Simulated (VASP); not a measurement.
```
NiSi2
1.0
    0.00000     2.66634     2.66634
    2.66634     0.00000     2.66634
    2.66634     2.66634     0.00000
Si Ni
2 1
Direct
  0.25000   0.25000   0.25000
  0.75000   0.75000   0.75000
  0.00000   0.00000   0.00000
```

The numbers are results of PBE GGA with D3 dispersion (Becke-Johnson damping), VASP's PBE PAW potentials (set 64) (plane waves; VASP), not measurements. Settings: 520 eV cut-off, 10×10×10 Γ-centred mesh, first-order Methfessel-Paxton smearing of 0.10 eV, potentials Si Ni.

Give the stress tensor in GPa (positive for a compressed cell).

```
4.68  0.00  0.00
0.00  4.68  0.00
0.00  0.00  4.68
```
The pressure is its mean diagonal, 4.68 GPa.

The compound is NiSi2 in the fluorite structure. This cell is one point of a volume scan, at 0.97 of the reference volume. The run is not spin-polarised, so no magnetic state was tried.
